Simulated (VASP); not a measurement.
All values below come from PBE GGA with D3 dispersion (zero damping), VASP's PBE PAW potentials (set 64) (plane waves; VASP 6.6.1).

Input for VASP

File KPOINTS:
```
Automatic mesh
0
Gamma
6 6 5
0 0 0
```

### POSCAR
```
P
1.0
  1.6699614861  -5.2618688383   0.0000000000
  1.6699614861   5.2618688383   0.0000000000
  0.0000000000   0.0000000000   4.3690758563
P
4
Cart
  1.6699614861   4.1927116949   4.0163740839
  1.6699614861   1.0691571434   1.8318361558
  1.6699614861  -1.0691571434   2.5372397005
  1.6699614861  -4.1927116949   0.3527017724
```

INCAR:
```
# general
SYSTEM=P
PREC  =Accurate
ENCUT =520
LREAL =F   # projection in real space or not
LASPH =T   # aspherical one-centre terms

# electronic loop
EDIFF =1E-6   # SCF stop (eV)
NELM  =100   # most electronic steps
ALGO  =Normal   # blocked Davidson

# smearing
ISMEAR=0   # Gaussian
SIGMA =0.05

# functional
GGA   =PE   # PBE
IVDW  =11

# ions
IBRION=2
NSW   =60   # most ionic steps
ISIF  =3   # ions, shape and volume
EDIFFG=-0.02

# output
LWAVE =F
LCHARG=F
```

POTCAR, in this order: P (PBE.64 set). Program: vasp_std.

What will the output report for the number of irreducible k-points (NKPTS), largest plane-wave count, number of space-group operations, FFT grid (NGX, NGY, NGZ)?

The number of irreducible k-points (NKPTS) is 39 and the largest plane-wave count is 2096. The number of space-group operations comes out as 8 and the FFT grid (NGX, NGY, NGZ) comes out as 42 × 42 × 32.

The compound is P in the black structure. This run relaxes it. Symmetry was kept, so distortions that lower it aren't found. The start is the result of an earlier pass.
